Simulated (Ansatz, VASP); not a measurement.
**One calculation of BaReCl, two programs**

Contents of INCAR:

```
SYSTEM = BaReCl
  PREC = Accurate
  ENCUT = 520
  EDIFF = 1E-6
  ISMEAR = -1
  SIGMA = 0.1
  LREAL = .FALSE.
  LASPH = .TRUE.
  NELM = 80
  ALGO = Fast
  ISIF = 2
  LWAVE = .FALSE.
  LCHARG = .FALSE.
  GGA = PE
  IVDW = 13
  NBANDS = 33
```

The input KPOINTS:

```
regular mesh
0
G
  4 4 3
  0 0 0
```

File POSCAR:

```
BaReCl
1.0
    4.5410380000      0.0000000000      0.0000000000
    0.0000000000      4.5410380000      0.0000000000
    0.0000000000      0.0000000000      7.4193640000
Ba Re Cl
2 2 2
Direct
    0.0000000000      0.5000000000      0.2150000000
    0.5000000000      0.0000000000      0.7850000000
    0.0000000000      0.0000000000      0.0000000000
    0.5000000000      0.5000000000      0.0000000000
    0.0000000000      0.5000000000      0.6500000000
    0.5000000000      0.0000000000      0.3500000000
```

Input for Ansatz:

```yaml
crystal:
  lattice:
    - [4.541038, 0.0, 0.0]
    - [0.0, 4.541038, 0.0]
    - [0.0, 0.0, 7.419364]
  atoms:
    - { symbol: Ba, position: [0.0, 0.5, 0.215] }
    - { symbol: Ba, position: [0.5, 0.0, 0.785] }
    - { symbol: Re, position: [0.0, 0.0, 0.0] }
    - { symbol: Re, position: [0.5, 0.5, 0.0] }
    - { symbol: Cl, position: [0.0, 0.5, 0.65] }
    - { symbol: Cl, position: [0.5, 0.0, 0.35] }
  symmetry: { tolerance: 0.0003 }
kpoints:
  mp_grid: { grid: [4, 4, 3], shift: [0, 0, 0] }
magnetization:
  spin_polarized: false
scf:
  occupations: { method: fermi_dirac }
hamiltonian:
  pseudopotentials: { kind: paw }
  xc: pbe
  dispersion: d4
basis:
  ecutwfc: 420
output:
  forces: true
  stress: true
  eigenvalues: true
```

The cell was built by a generator and needn't be a form met in nature.

Alike in both runs: task single point; functional PBE; dispersion D4; k mesh 4 × 4 × 3; no spin polarisation.

|  | VASP | Ansatz |
| --- | --- | --- |
| version | VASP 6.6.1 | Ansatz 0.2.0 |
| potentials or method | VASP PAW PBE potentials, release 64 (Ba_sv, Re, Cl) | PAW plane waves |
| plane-wave cutoff (eV) | 520 | 420 |
| occupations | fermi-dirac, width 0.1 eV | fermi-dirac |
| valence electrons in the cell | 48 | 64 |

```csv
,VASP,Ansatz,Ansatz less VASP
gap on the k mesh at the Fermi level (eV),none,none,-
pressure (GPa),5.2,2.1,-3.12
largest component of the traceless stress (GPa),9.51,9.57,+0.059
rms of the force components (eV/Å),1.400,1.140,-0.2600
dispersion energy (meV/atom),-395.4,-395.7,-0.22
```

Atom by atom the forces differ by 0.263 eV/Å (rms over components). A gap of «none» marks a metal or a gap that the smearing closes. One of these differences is far larger than is usual between the two programs; its cause wasn't traced. The two sets of potentials don't hold the same shells in valence.

Caveats: pairwise dispersion overbinds metals, which lowers pressure and volume; forces of over 1 eV/Å show positions far from the minimum, so gaps and moduli don't describe the material at rest. Spin-orbit coupling is left out, which matters for the levels of Ba, Re.
